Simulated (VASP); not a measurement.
Given:

```xyz
2
Lattice="2.8800 0.0000 0.0000 0.0000 2.8800 0.0000 0.0000 0.0000 2.8800" Properties=species:S:1:pos:R:3 pbc="T T T"
Ga     1.4400     1.4400     1.4400
Co     0.0000     0.0000     0.0000
```

All values below come from rev-vdW-DF2, VASP's PBE PAW potentials (set 64) (plane waves; VASP). Run with 520 eV cut-off, 11×11×11 Γ-centred mesh, first-order Methfessel-Paxton smearing of 0.10 eV, potentials Ga_d Co.

Energy and stress use the plane-wave basis of the starting cell.

Question: The ions, cell shape and volume are relaxed. Which structure does the run end with?

Answer: 
```xyz
2
Lattice="2.8593 0.0000 0.0000 0.0000 2.8593 0.0000 0.0000 0.0000 2.8593" Properties=species:S:1:pos:R:3 pbc="T T T"
Ga     1.4297     1.4297     1.4297
Co     0.0000     0.0000     0.0000
```
Space group Pm-3m (221), at a tolerance of 0.03 Å.

Question: How do energy and volume change from the first to the last step?

Answer: The energy (σ→0) changes by -3.2 meV/atom and the volume by -2.1 %, in 3 ionic steps.

The compound is CoGa in the CsCl type structure. This run relaxes it. Symmetry was kept, so distortions that lower it aren't found. The run is not spin-polarised, so no magnetic state was tried.
